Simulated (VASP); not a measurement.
**Bulk modulus against bond length in rock-salt oxides and chalcogenides of divalent metals**

LDA in VASP (plane waves, PAW). Static lattice, from a third-order Birch-Murnaghan fit over five volumes at each level. The bond length is the nearest-neighbour distance.

Here d stands for bond length and y for ln of B0 in GPa.

```csv
solid,bond length (Å),ln of B0 in GPa,cut-off (eV)
CdO,2.328,5.088,520
MgS,2.559,4.443,520
MgSe,2.692,4.254,520
PbS,2.924,4.134,520
PbSe,3.023,4.030,520
SnTe,3.118,?,520
BaS,3.152,3.917,520
SrTe,3.268,3.668,520
```

The 7 complete rows are fitted with a straight line in ln d, y against d. With u = ln d - 1.04, the rows have u = -0.19499, -0.10038, -0.04972, 0.03295, 0.06625, 0.10804, 0.14418. Means: u 0.00090429, y 4.2191. About the means, the sum of products is -0.32107 and the sum of squares of u is 0.088499; the slope is their ratio. Least squares gives y = 4.2224 - 3.6279·u. Residuals (row less fit): 0.1582, -0.1436, -0.1488, 0.0311, 0.0479, 0.0866, -0.0313; standard error 0.1261 (degrees of freedom: 5). The slope is -3.63 with a standard error of 0.42. So B0 goes as d to the power -3.6 over these rows; such a law is empirical and holds within one kind of bonding.

### Question
Predict the withheld y at d = 3.118 from the fit, and compare with the calculation.

### Answer
u = 0.09719, so y = 4.2224 - 3.6279 × 0.09719 = 3.8698. The calculation gives 3.919, 0.0492 above the prediction (3.5 % of the range of y in the table). The row lies between fitted rows. From the scatter of the fitted rows alone, a prediction at this place has a standard error of 0.1409, so the miss is 0.3 times that.

The run's B0 for SnTe is 50 GPa. SnTe stands in this structure, which distorts at low temperature. The rows are a random draw from the solids of this series computed here; series whose standard error about the line passes 12 to 30 % of the range of y, or with no trend, aren't shown in this form.
